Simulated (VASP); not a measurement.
Computed with PBE GGA, VASP's PBE PAW potentials (set 64) (plane waves; VASP).

The input files of a VASP run:

### INCAR
```
SYSTEM = SbSi62
PREC = Normal
ENCUT = 400
EDIFF = 1E-6
NELM = 100
ALGO = Fast
LREAL = Auto
LASPH = .TRUE.
ISMEAR = 0
SIGMA = 0.05
GGA = PE
LMAXMIX = 4
LWAVE = .TRUE.
LCHARG = .FALSE.
NELMIN = 4
ISYM = 0
NELECT = 254.0
ISPIN = 2
NUPDOWN = 2
MAGMOM = 63*0.0317
LORBIT = 11
LHYPERFINE = .TRUE.
```

**KPOINTS**
```
K-points
0
gamma
  1 1 1
```

POSCAR:
```
SbSi62
1
   10.9370747004     0.0000000000     0.0000000000
    0.0000000000    10.9370747004     0.0000000000
    0.0000000000     0.0000000000    10.9370747004
Si Sb
62 1
Direct
  0.5010323271   0.9993465578   0.9992240744
  0.6227952766   0.1264059588   0.1261951713
  0.7487885816   0.2510879459   0.0018608638
  0.8732587654   0.3770770275   0.1264298763
  0.7488095681   0.0020308077   0.2508859030
  0.8732696721   0.1265862572   0.3769289935
  0.9993620900   0.0002437037   0.0000963107
  0.1234129781   0.1260977105   0.1259741948
  0.2496624450   0.2505387806   0.0011089328
  0.3751696885   0.3753216874   0.1264702636
  0.4997213621   0.5000887445   0.0009005447
  0.6244046978   0.6247214245   0.1264391236
  0.7491804717   0.7501521929   0.0010138367
  0.8736268705   0.8762168563   0.1260759313
  0.2496678390   0.0011795324   0.2504003635
  0.3750502904   0.1266442167   0.3752239001
  0.4987169626   0.2507435723   0.2506579232
  0.7489304553   0.5012941225   0.2508218112
  0.8733285216   0.6247791262   0.3752355369
  0.4997022019   0.0010934281   0.4999130743
  0.6243452137   0.1265674803   0.6246234044
  0.7490233662   0.2508650557   0.5013068975
  0.8733878218   0.3753904733   0.6246717696
  0.7491897709   0.0011163245   0.7499572558
  0.8735829086   0.1262253216   0.8761042756
  0.0003725305   0.4986758993   0.9993187702
  0.1228995192   0.6251926208   0.1245128770
  0.2495306180   0.7503097078   0.0002469247
  0.3745427555   0.8769942309   0.1246121950
  0.9978339497   0.2510859757   0.2509273355
  0.1240104837   0.3753447137   0.3751774689
  0.2479954457   0.5005012872   0.2490551859
  0.3721856801   0.6276456389   0.3692431157
  0.4993234704   0.7519067664   0.2490925200
  0.6245526435   0.8758939652   0.3751180706
  0.0004144675   0.9993862788   0.4984730493
  0.1228512597   0.1246014726   0.6250842162
  0.2478878890   0.2492190396   0.5004059428
  0.3721571910   0.3694187048   0.6275946764
  0.6305942904   0.6274793509   0.6273456637
  0.7507166799   0.7519926660   0.5003269643
  0.8751856459   0.8770269442   0.6251934622
  0.2495472101   0.0003151646   0.7502004980
  0.3744506193   0.1246890702   0.8769417150
  0.4992352667   0.2491453458   0.7518636962
  0.6245232510   0.3752835121   0.8757110630
  0.7507646709   0.5005144275   0.7518703481
  0.8751812869   0.6253969845   0.8769534189
  0.9988259145   0.7500925921   0.2503516190
  0.1256010813   0.8742414664   0.3745753440
  0.9988536180   0.5001581898   0.5000297975
  0.1245416366   0.6250389234   0.6248885808
  0.2504826582   0.7494616646   0.5002550723
  0.3749167287   0.8753802775   0.6248285651
  0.9988214399   0.2504526390   0.7500086832
  0.1255339732   0.3747174439   0.8742433302
  0.2503906065   0.5003907453   0.7494303939
  0.3748599065   0.6250200118   0.8752510763
  0.4994484104   0.7492633545   0.7491690255
  0.6249381159   0.8742263289   0.8740823360
  0.9995532657   0.7503411314   0.7502114023
  0.1245868467   0.8752489489   0.8751372735
  0.5293898268   0.4701942060   0.4701430901
```

POTCAR, in this order: Si Sb (PBE.64 set). Program: vasp_gam. Read from the step before: WAVECAR.

What will the output report for the number of irreducible k-points (NKPTS), largest plane-wave count, FFT grid (NGX, NGY, NGZ)?

| Property | Result |
|---|---|
| number of irreducible k-points (NKPTS) | 1 |
| largest plane-wave count | 11924 |
| FFT grid (NGX, NGY, NGZ) | 54 × 54 × 54 |

The cell is a supercell with a defect, built from Si (diamond): Sb_Si-vac_Si, charge -1.
